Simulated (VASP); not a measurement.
These are vdW-DF-cx, VASP's PBE PAW potentials (set 64) (plane waves; VASP 6.6.1) values and carry that method's errors.

Input for VASP

POSCAR:
```
La2O3
3.9183370
  0.5000000080  -0.8660253948   0.0000000000
  0.5000000080   0.8660253948   0.0000000000
  0.0000000000   0.0000000000   1.5410748089
La O
2 3
Cartesian
  0.5000000080   0.2886757089   0.3769684993
  0.5000000080  -0.2886757089   1.1641063095
  1.0000000159   0.0000000000   0.0000000000
  0.5000000080   0.2886757089   0.9963571173
  0.5000000080  -0.2886757089   0.5447176916
```

INCAR:
```
SYSTEM = La2O3
PREC = Accurate
ENCUT = 520
EDIFF = 1E-7
NELM = 100
ALGO = Normal
LREAL = .FALSE.
LASPH = .TRUE.
ISMEAR = 0
SIGMA = 0.05
GGA = CX
LUSE_VDW = .TRUE.
AGGAC = 0.0
LMAXMIX = 6
LWAVE = .FALSE.
LCHARG = .FALSE.
LORBIT = 11
ICHARG = 11
```

### KPOINTS
```
k-points along high-symmetry lines
10
Line-mode
Reciprocal
  0.000000   0.000000   0.000000 ! GAMMA
  0.500000   0.000000   0.000000 ! M

  0.500000   0.000000   0.000000 ! M
  0.333333   0.333333   0.000000 ! K

  0.333333   0.333333   0.000000 ! K
  0.000000   0.000000   0.000000 ! GAMMA

  0.000000   0.000000   0.000000 ! GAMMA
  0.000000   0.000000   0.500000 ! A

  0.000000   0.000000   0.500000 ! A
  0.500000   0.000000   0.500000 ! L

  0.500000   0.000000   0.500000 ! L
  0.333333   0.333333   0.500000 ! H

  0.333333   0.333333   0.500000 ! H
  0.000000   0.000000   0.500000 ! A

  0.500000   0.000000   0.500000 ! L
  0.500000   0.000000   0.000000 ! M

  0.333333   0.333333   0.500000 ! H
  0.333333   0.333333   0.000000 ! K
```

POTCAR, in this order: La O (PBE.64 set). Program: vasp_std. Read from the step before: CHGCAR.

Output

OSZICAR:
```
       N       E                     dE             d eps       ncg     rms          rms(c)
DAV:   1     0.445766311541E+03    0.44577E+03   -0.15823E+04  4352   0.260E+03
DAV:   2     0.778914709784E+02   -0.36787E+03   -0.36273E+03  6376   0.400E+02
DAV:   3    -0.174847154514E+02   -0.95376E+02   -0.94250E+02  8344   0.209E+02
DAV:   4    -0.325058917217E+02   -0.15021E+02   -0.14646E+02  7944   0.782E+01
DAV:   5    -0.333302631067E+02   -0.82437E+00   -0.82401E+00  7864   0.203E+01
DAV:   6    -0.333900287726E+02   -0.59766E-01   -0.59763E-01  7944   0.500E+00
DAV:   7    -0.333934027355E+02   -0.33740E-02   -0.33739E-02  8000   0.136E+00
DAV:   8    -0.333936700763E+02   -0.26734E-03   -0.26734E-03  7816   0.370E-01
DAV:   9    -0.333936916781E+02   -0.21602E-04   -0.21602E-04  8072   0.101E-01
DAV:  10    -0.333936935629E+02   -0.18848E-05   -0.18849E-05  7688   0.273E-02
DAV:  11    -0.333936937285E+02   -0.16559E-06   -0.16547E-06  6336   0.835E-03
DAV:  12    -0.333936937417E+02   -0.13289E-07   -0.13251E-07  4848   0.277E-03
   1 F= -.33393694E+02 E0= -.33393694E+02  d E =-.342093E-11
```

File OUTCAR:
```
 val. band max:        6.0410799541   @ k =   0.5000   0.0000   0.5000

 cond. band min:       9.8593483206   @ k =   0.3333   0.3333   0.0000



 k-point     1 :       0.0000    0.0000    0.0000
  band No.  band energies     occupation
      1     -23.6995      2.00000
      2     -23.4267      2.00000
      3     -10.8925      2.00000
      4      -9.5806      2.00000
      5      -9.1706      2.00000
      6      -7.1566      2.00000
      7      -7.1566      2.00000
      8      -6.8994      2.00000
      9      -6.8994      2.00000
     10      -6.7870      2.00000
     11      -6.0494      2.00000
     12       3.5844      2.00000
     13       3.5844      2.00000
     14       3.8288      2.00000
     15       3.8288      2.00000
     16       3.9628      2.00000
     17       4.3232      2.00000
     18       5.6182      2.00000
     19       5.6182      2.00000
     20       5.8975      2.00000
     21      10.3448      0.00000
     22      10.6104      0.00000
     23      10.6104      0.00000
     24      11.3329      0.00000

 k-point     2 :       0.0556    0.0000    0.0000
  band No.  band energies     occupation
      1     -23.6937      2.00000
      2     -23.4244      2.00000
      3     -10.8892      2.00000
      4      -9.6456      2.00000
      5      -9.2244      2.00000
      6      -7.1710      2.00000
      7      -7.1037      2.00000
      8      -6.9029      2.00000
      9      -6.8531      2.00000
     10      -6.7950      2.00000
     11      -6.0533      2.00000
     12       3.6197      2.00000
     13       3.6259      2.00000
     14       3.7401      2.00000
     15       3.8488      2.00000
     16       3.9748      2.00000
     17       4.4497      2.00000
     18       5.5698      2.00000
     19       5.6155      2.00000
     20       5.8821      2.00000
     21      10.3875      0.00000
     22      10.6158      0.00000
     23      10.6359      0.00000
     24      11.3461      0.00000

...
```

The density is held fixed in this step, so its total energy and stress have no physical meaning.

The compound is La2O3 in the a-type structure. It was relaxed first.
